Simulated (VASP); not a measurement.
NiW7S16 (a cell with a defect), 24 atoms in the cell. The cell holds a defect, 24 atoms: a = 6.306 Å, b = 6.306 Å, c = 12.323 Å, α = 90.00°, β = 90.00°, γ = 120.00°. 

* Program: VASP 6.6.1
* Task: single point
* Functional: PBEsol
* Potentials or basis: VASP PAW PBE potentials, release 64 (Ni, W_sv, S)
* Cutoff: 350 eV
* k mesh: 3 × 3 × 2
* Occupations: gaussian, width 0.03 eV
* Spin: collinear spin, ferromagnetic start
* Starting moments: [0.01, 0.0, 0.0, 0.0, 0.0, 0.0, 0.0, 0.0, 0.0, 0.0, 0.0, 0.0, 0.0, 0.0, 0.0, 0.0, 0.0, 0.0, 0.0, 0.0, 0.0, 0.0, 0.0, 0.0] μB
* Hubbard terms: Ni d U = 5 eV
* Dq: 0
* Further INCAR settings: LREAL = Auto; ALGO = Normal; EDIFF = 1e-05; ISYM = 0

Potentials or basis: VASP PAW PBE potentials, release 64 (Ni, W_sv, S).

Launch:

```console
$ cat potpaw_PBE.64/Ni/POTCAR potpaw_PBE.64/W_sv/POTCAR potpaw_PBE.64/S/POTCAR > POTCAR
$ mpirun -np 4 vasp_std > vasp.out
```

Hardware: 4 MPI ranks on AMD EPYC 9R45 (Zen 5), on a shared host.

Estimate the wall time of this run.

Run time: 7.9 min on 4 MPI ranks on AMD EPYC 9R45 (Zen 5) (shared host), peak memory 0.65 GiB a rank. Counts: scf iterations 31, k points 10.
